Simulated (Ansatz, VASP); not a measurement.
Two plane-wave programs on ZnWBr6

```
Zn W Br
1.0
     0.00000    5.20040    5.20040
     5.20040    0.00000    5.20040
     5.20040    5.20040    0.00000
Zn W Br
1 1 6
Direct
  0.50000 0.50000 0.50000
  0.00000 0.00000 0.00000
  0.24403 0.24403 0.75597
  0.75597 0.75597 0.24403
  0.24403 0.75597 0.75597
  0.24403 0.75597 0.24403
  0.75597 0.24403 0.24403
  0.75597 0.24403 0.75597
```

Change from the starting cell: species swapped into the ZrCoF6 type (Fm-3m, No. 225).

Alike in both runs: functional PBE; k mesh 6 × 6 × 6; occupations gaussian, width 0.1 eV; collinear spin.

Ansatz relaxed the structure, and its values are those at the end. VASP's run is a single point on that final structure, the one shown.

|  | VASP | Ansatz |
| --- | --- | --- |
| version | VASP 6.6.1 | Ansatz 0.2.0 |
| potentials or method | VASP PAW PBE potentials, release 64 (Zn, W_sv, Br) | scalar-relativistic, plane waves, PAW |
| plane-wave cutoff (eV) | 520 | 420 |
| valence electrons in the cell | 68 | 68 |

```tsv
	VASP	Ansatz	Ansatz less VASP
gap on the k mesh at the Fermi level (eV)	none	none	-
pressure (GPa)	0.1	0.0	-0.06
rms of the force components (eV/Å)	0.004	0.001	-0.0023
net moment per atom (μB)	0.23	0.23	+0.001
size of the moment on the site where the two differ most (μB)	1.37	1.15	-0.217
```

Site moments also hang on the region over which each program counts them. A gap of «none» marks a metal or a gap that the smearing closes.

Spin-orbit coupling is left out, which matters for the levels of W.
